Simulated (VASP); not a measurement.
Method: PBE GGA with D3 dispersion (Becke-Johnson damping), VASP's PBE PAW potentials (set 64) (plane waves; VASP).

VASP ran on this input.

KPOINTS:
```
kpoints
0
G
6 6 6
0 0 0
```

File POSCAR:
```
CuGaSe2
1
   -2.7637660000     2.7637660000     5.4290030000
    2.7637660000    -2.7637660000     5.4290030000
    2.7637660000     2.7637660000    -5.4290030000
Ga Cu Se
2 2 4
Direct
  0.5000000000   0.5000000000   0.0000000000
  0.2500000000   0.7500000000   0.5000000000
  0.0000000000   0.0000000000   0.0000000000
  0.7500000000   0.2500000000   0.5000000000
  0.8750000000   0.8750000000   0.5000000000
  0.1250000000   0.6250000000   0.0000000000
  0.3750000000   0.3750000000   0.5000000000
  0.6250000000   0.1250000000   0.0000000000
```

### INCAR
```
ALGO = Normal
EDIFF = 1E-6
ENCUT = 300
GGA = PE
ISIF = 2
ISMEAR = 0
IVDW = 12
LASPH = .TRUE.
LCHARG = .FALSE.
LMAXMIX = 4
LREAL = .FALSE.
LWAVE = .FALSE.
NELM = 100
PREC = Accurate
SIGMA = 0.01
SYSTEM = CuGaSe2
```

POTCAR, in this order: Ga_d Cu Se (PBE.64 set). Program: vasp_std.

At this cut-off the stress carries a Pulay error, which pulls relaxed volumes low.

Problem. Estimate the energy per atom (σ→0), dispersion energy, pressure, largest force, band gap (on the k-mesh).

Solution. 
| Property | Result |
|---|---|
| energy per atom (σ→0) | -4209 meV/atom |
| dispersion energy | -2.888 eV |
| band gap (on the k-mesh) | 0.47 eV |
| pressure | 35.7 kbar |
| largest force | 0.440 eV/Å |

OSZICAR:
```
...
DAV:  10    -0.307831385203E+02   -0.32158E-02   -0.58969E-02  3800   0.341E+00    0.171E-01
DAV:  11    -0.307840940398E+02   -0.95552E-03   -0.10553E-02  3893   0.134E+00    0.134E-01
DAV:  12    -0.307838200478E+02    0.27399E-03   -0.15366E-03  3712   0.721E-01    0.329E-02
DAV:  13    -0.307838338231E+02   -0.13775E-04   -0.25392E-04  3850   0.115E-01    0.109E-02
DAV:  14    -0.307838424280E+02   -0.86049E-05   -0.32718E-05  3552   0.555E-02    0.991E-03
DAV:  15    -0.307838406354E+02    0.17926E-05   -0.11875E-05  2941   0.630E-02    0.316E-03
DAV:  16    -0.307838413091E+02   -0.67371E-06   -0.38006E-06  2477   0.131E-02
   1 F= -.33671884E+02 E0= -.33671884E+02  d E =-.722168E-30
```

The structure is a typed CuGaSe2 crystal. The cell was not relaxed at this level. The run is one of a series of settings (IVDW = 12 against the base run), some of them coarse on purpose.
